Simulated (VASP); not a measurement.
# CdGe3 (P6_3/mmc) in VASP: reference runs

How does CdGe3 come out in PBE? The cell is run as given and disturbed.

All numbers are computed with VASP 6.6.1; they aren't measurements. Logs are shortened: lines on timing, memory, paths and dates and some standing lists are left out, and cuts for length are marked.

### Step 1. The crystal as given

Symmetry: P6_3/mmc, No. 194, hexagonal system. The conventional cell has a = 6.175 Å, b = 6.175 Å, c = 5.016 Å, α = 90.00°, β = 90.00°, γ = 120.00°. Cd (site symmetry -6m2) has 12 Ge at 3.09 to 3.10 Å as nearest neighbours. Ge (site symmetry mm2) has 8 Ge at 3.03 to 3.15 Å and 4 Cd at 3.09 to 3.10 Å as nearest neighbours.

The cell comes from a database or a generator and needn't be the stable form of this composition.

### Step 2. Single point, PBE

INCAR

```
SYSTEM = CdGe3
ALGO = Normal
EDIFF = 1E-7
ENCUT = 520
GGA = PE
ISIF = 2
ISMEAR = -1
LASPH = .True.
LCHARG = .True.
LELF = .True.
LREAL = .False.
LVHAR = .True.
LWAVE = .False.
NBANDS = 64
NELM = 80
PREC = Accurate
SIGMA = 0.05
```

KPOINTS

```
k-points
0
Gamma
  5 5 6
  0 0 0
```

POSCAR

```
CdGe3
1.0
    6.1748441003      0.0000000000      0.0000000000
   -3.0874220502      5.3475718553      0.0000000000
    0.0000000000      0.0000000000      5.0163800000
Cd Ge
2 6
Direct
    0.3333333333      0.6666666667      0.7500000000
    0.6666666667      0.3333333333      0.2500000000
    0.1633540050      0.3267080100      0.2500000000
    0.1633540050      0.8366459950      0.2500000000
    0.6732919900      0.8366459950      0.2500000000
    0.8366459950      0.6732919900      0.7500000000
    0.8366459950      0.1633540050      0.7500000000
    0.3267080100      0.1633540050      0.7500000000
```

Potentials or basis: VASP PAW PBE potentials, release 64 (Cd, Ge_d).

Launch:

```sh
> cat potpaw_PBE.64/Cd/POTCAR potpaw_PBE.64/Ge_d/POTCAR > POTCAR
> mpirun -np 1 vasp_std > vasp.out
```

OUTCAR:

```text
SYSTEM = CdGe3
   EDIFF = 1E-7
   ENCUT = 520
   GGA = PE
   ISIF = 2
   ISMEAR = -1
   LASPH = .True.
   LREAL = .False.
   NELM = 80
   PREC = Accurate

 ion  position               nearest neighbor table
   1  0.333  0.667  0.750-   6 3.09   8 3.09   7 3.09   7 3.09   6 3.09   8 3.09   4 3.10   4 3.10
                             5 3.10   5 3.10   3 3.10   3 3.10
   2  0.667  0.333  0.250-   3 3.09   5 3.09   4 3.09   4 3.09   3 3.09   5 3.09   7 3.10   7 3.10
                             8 3.10   8 3.10   6 3.10   6 3.10
   3  0.163  0.327  0.250-   2 3.09   2 3.09   1 3.10   1 3.10
   4  0.163  0.837  0.250-   2 3.09   2 3.09   1 3.10   1 3.10
   5  0.673  0.837  0.250-   2 3.09   2 3.09   1 3.10   1 3.10
   6  0.837  0.673  0.750-   1 3.09   1 3.09   2 3.10   2 3.10
   7  0.837  0.163  0.750-   1 3.09   1 3.09   2 3.10   2 3.10
   8  0.327  0.163  0.750-   1 3.09   1 3.09   2 3.10   2 3.10

  LATTYP: Found a hexagonal cell.
 ALAT       =     6.1748441003
 C/A-ratio  =     0.8123897411

  Lattice vectors:

 A1 = (   6.1748441003,   0.0000000000,   0.0000000000)
 A2 = (  -3.0874220502,   5.3475718553,   0.0000000000)
 A3 = (   0.0000000000,   0.0000000000,   5.0163800000)

Analysis of symmetry for initial positions (statically):
=====================================================================
 Subroutine PRICEL returns:
 Original cell was already a primitive cell.

 Routine SETGRP: Setting up the symmetry group for a
 hexagonal supercell.

 Subroutine GETGRP returns: Found 24 space group operations
 (whereof 12 operations were pure point group operations)
 out of a pool of 24 trial point group operations.

The static configuration has the point symmetry D_3d.
 The point group associated with its full space group is D_6h.

Analysis of symmetry for dynamics (positions and initial velocities):
=====================================================================
 Subroutine PRICEL returns:
 Original cell was already a primitive cell.

 Routine SETGRP: Setting up the symmetry group for a
 hexagonal supercell.

 Subroutine GETGRP returns: Found 24 space group operations
 (whereof 12 operations were pure point group operations)
 out of a pool of 24 trial point group operations.

The dynamic configuration has the point symmetry D_3d.
 The point group associated with its full space group is D_6h.

 Subroutine INISYM returns: Found 24 space group operations
[... 108 lines left out ...]
   IBRION =     -1    ionic relax: 0-MD 1-quasi-New 2-CG
   NFREE  =      0    steps in history (QN), initial steepest desc. (CG)
   ISIF   =      2    stress and relaxation
   ISYM   =      2    0-nonsym 1-usesym 2-fastsym
   POTIM  = 0.5000    time-step for ionic-motion
   TEBEG  =    0.0;   TEEND  =   0.0 temperature during run
   PSTRESS=    0.0 pullay stress
   NELECT =     108.0000    total number of electrons
   NUPDOWN=      -1.0000    fix difference up-down
   EMIN   =  10.00;   EMAX   =-10.00  energy-range for DOS
   EFERMI =   0.00;   METHOD = LEGACY
   ISMEAR =    -1;   SIGMA  =   0.05  broadening in eV -4-tet -1-fermi 0-gaus
   EFERMI_NEDOS =   21; number of points for ismear=-14 and -15
   IALGO  =     38    algorithm
   IMIX   =      4    mixing-type and parameters
     AMIX     =   0.40;   BMIX     =  1.00
     AMIX_MAG =   1.60;   BMIX_MAG =  1.00
  volume/ion in A,a.u.               =      20.71       139.73
  Fermi-wavevector in a.u.,A,eV,Ry     =   1.419575  2.682608 27.418375  2.015194
  Thomas-Fermi vector in A             =   2.540581
   LORBIT       =      0    0 simple, 1 ext, 2 COOP (PROOUT), +10 PAW based schemes
   GGA     = PE    functional components
   LHFCALC =     F    Hartree Fock is set to
   AEXX    =    0.0000 exact exchange contribution
   IVDW    =     0    specifies the selected vdW correction
   LEPSILON=     F    determine dielectric tensor
   LRPA    =     F    only Hartree local field effects (RPA)
 non-spin polarized calculation
  energy-cutoff  :      520.00
  volume of cell :      165.64
 maximum number of plane-waves:      4482
 NGX is ok and might be reduce to    48
   NGX = 23   NGY = 23   NGZ = 19

 number of electron     108.0000015 magnetization

 Free energy of the ion-electron system (eV)
  ---------------------------------------------------
  ext. energy  EPLUGINS =         0.00000000
  ---------------------------------------------------
  free energy    TOTEN  =       -26.10242500 eV

  energy without entropy =      -26.05392534  energy(sigma->0) =      -26.07817517

 E-fermi :   5.2256     XC(G=0): -10.9388

 val. band max:        5.1920357899   @ k =   0.4000   0.2000   0.0000
 cond. band min:       5.2307378566   @ k =   0.2000   0.2000   0.0000
 fundamental gap:      0.0387020667
 Fermi energy:         5.2255858776

 k-point     1 :       0.0000    0.0000    0.0000
  band No.  band energies     occupation
      1     -19.5742      2.00000
      2     -19.5687      2.00000
      3     -19.5687      2.00000
      4     -19.5603      2.00000
      5     -19.5492      2.00000
      6     -19.5479      2.00000
[... 1329 lines left out ...]
     63       9.5309      0.00000
     64       9.5309      0.00000

------------------------ aborting loop because EDIFF is reached ----------------------------------------

  FORCE on cell =-STRESS in cart. coord.  units (eV):
  Direction    XX          YY          ZZ          XY          YZ          ZX
  --------------------------------------------------------------------------------------
  -------------------------------------------------------------------------------------
  Total       -0.4966282     -0.4966282      0.8144598      0.0000000      0.0000000      0.0000000
  in kB       -4.8036231     -4.8036231      7.8778408      0.0000000      0.0000000      0.0000000
  external PRESSURE =      -0.5764685 kB  Pullay stress =       0.0000000 kB

 VOLUME and BASIS-vectors are now :
 -----------------------------------------------------------------------------
  energy-cutoff  :      520.00
  volume of cell :      165.64
      direct lattice vectors                 reciprocal lattice vectors
     6.174844100  0.000000000  0.000000000     0.161947409  0.093500380  0.000000000
    -3.087422050  5.347571855  0.000000000     0.000000000  0.187000760  0.000000000
     0.000000000  0.000000000  5.016380000     0.000000000  0.000000000  0.199346939

 POSITION                                       TOTAL-FORCE (eV/Angst)
 -----------------------------------------------------------------------------------
     -0.00000      3.56505      3.76228        -0.000000      0.000000      0.000000
      3.08742      1.78252      1.25409         0.000000      0.000000      0.000000
     -0.00000      1.74709      1.25409         0.000000     -0.020145      0.000000
     -1.57439      4.47402      1.25409        -0.017446      0.010072      0.000000
      1.57439      4.47402      1.25409         0.017446      0.010072      0.000000
      3.08742      3.60048      3.76228        -0.000000      0.020145     -0.000000
      4.66182      0.87355      3.76228         0.017446     -0.010072     -0.000000
      1.51303      0.87355      3.76228        -0.017446     -0.010072     -0.000000
 -----------------------------------------------------------------------------------
    total drift:                                0.000000     -0.000000      0.000000

  FREE ENERGIE OF THE ION-ELECTRON SYSTEM (eV)
  ---------------------------------------------------
  free  energy   TOTEN  =       -26.1024250047 eV

  energy  without entropy=      -26.0539253366  energy(sigma->0) =      -26.07817517
```

Run time: 7.5 min. Hardware: 1 thread of AMD EPYC 7R43 (Zen 3), shared host; peak memory 0.33 GiB.

What came out:

| Item | Value |
| --- | --- |
| Free energy | -26.1024 eV |
| Pressure | -0.1 GPa |
| Largest force | 0.020 eV/Å |
| Band gap on the k mesh | none (metal or under the smearing width) |

Forces in eV/Å, atoms in the order of the input:
```
Cd   0.000  0.000  0.000
Cd   0.000  0.000  0.000
Ge   0.000 -0.020  0.000
Ge  -0.017  0.010  0.000
Ge   0.017  0.010  0.000
Ge   0.000  0.020  0.000
Ge   0.017 -0.010  0.000
Ge  -0.017 -0.010  0.000
```

### Step 3. Single point, PBE (atoms moved at random, drawn with an rms of 0.05 Å)

INCAR

```
ALGO = Normal
EDIFF = 1E-7
ENCUT = 520
GGA = PE
ISIF = 2
ISMEAR = -1
LASPH = T
LCHARG = F
LREAL = F
LWAVE = F
NBANDS = 64
NELM = 100
PREC = Accurate
SIGMA = 0.05
```

KPOINTS

```
k-points
0
Gamma
  5 5 6
```

POSCAR

```
CdGe3
1.0
    6.1748441003      0.0000000000      0.0000000000
   -3.0874220502      5.3475718553      0.0000000000
    0.0000000000      0.0000000000      5.0163800000
Cd Ge
2 6
Direct
    0.3255310000      0.6694580000      0.7446670000
    0.6706410000      0.3399410000      0.2505840000
    0.1648390000      0.3285290000      0.2407640000
    0.1656220000      0.8427680000      0.2493680000
    0.6766590000      0.8480010000      0.2523390000
    0.8279630000      0.6687640000      0.7457580000
    0.8397030000      0.1696740000      0.7541740000
    0.3328560000      0.1759040000      0.7508690000
```

Potentials or basis: VASP PAW PBE potentials, release 64 (Cd, Ge_d).

Launch:

```sh
> cat potpaw_PBE.64/Cd/POTCAR potpaw_PBE.64/Ge_d/POTCAR > POTCAR
> mpirun -np 1 vasp_std > vasp.out
```

Run time: 25 min. Hardware: 1 thread of AMD EPYC 7R43 (Zen 3), shared host; peak memory 0.65 GiB.

Results (log left out):

```
Free energy            : -26.1034 eV
Pressure               : -0.1 GPa
Largest force          : 0.126 eV/Å
Band gap on the k mesh : none (metal or under the smearing width)
```

Forces in eV/Å, atoms in the order of the input:
```
Cd   0.030  0.092  0.021
Cd  -0.030  0.021 -0.005
Ge   0.004 -0.117  0.046
Ge  -0.011  0.041 -0.016
Ge   0.037  0.045 -0.020
Ge  -0.063 -0.048  0.025
Ge   0.015 -0.070 -0.035
Ge   0.019  0.036 -0.017
```

Stress tensor (GPa, compression positive):
```
-0.52  0.03 -0.01
 0.03 -0.40 -0.01
-0.01 -0.01  0.72
```

Levels at points of the mesh, in eV from the Fermi level:
```tsv
k point	band 52	band 53	band 54	band 55	band 56	band 57
(0.00, 0.00, 0.00)	-0.84	-0.81	-0.73	-0.67	0.08	1.44
(0.00, 0.00, 0.50)	-3.72	-2.81	-2.68	2.27	2.35	3.64
```
